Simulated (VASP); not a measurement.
## AuAl₂ (fluorite): computed properties

Level of theory: LDA (Ceperley-Alder, Perdew-Zunger), VASP's LDA PAW potentials (set 64) (plane waves; VASP).

space group: Fm-3m (225)
cell: a = 5.9585 Å, b = 5.9585 Å, c = 5.9585 Å, α = 90.00°, β = 90.00°, γ = 90.00°
volume per atom: 17.63 Å³/atom
band gap (over mesh and band path): none (metal, semimetal or under 0.01 eV)
density: 7.88 g/cm³

```xyz
3
Lattice="0.0000 2.9792 2.9792 2.9792 0.0000 2.9792 2.9792 2.9792 0.0000" Properties=species:S:1:pos:R:3 pbc="T T T"
Al     1.4896     1.4896     1.4896
Al     4.4689     4.4689     4.4689
Au     0.0000     0.0000     0.0000
```

Unless said otherwise, spin-orbit coupling is left out, though it shifts the bands of the heavy elements here.

The compound is AuAl2 in the fluorite structure. It was relaxed first. Symmetry was kept, so distortions that lower it aren't found. The electron count is odd and the run is not spin-polarised, which forces a metal.
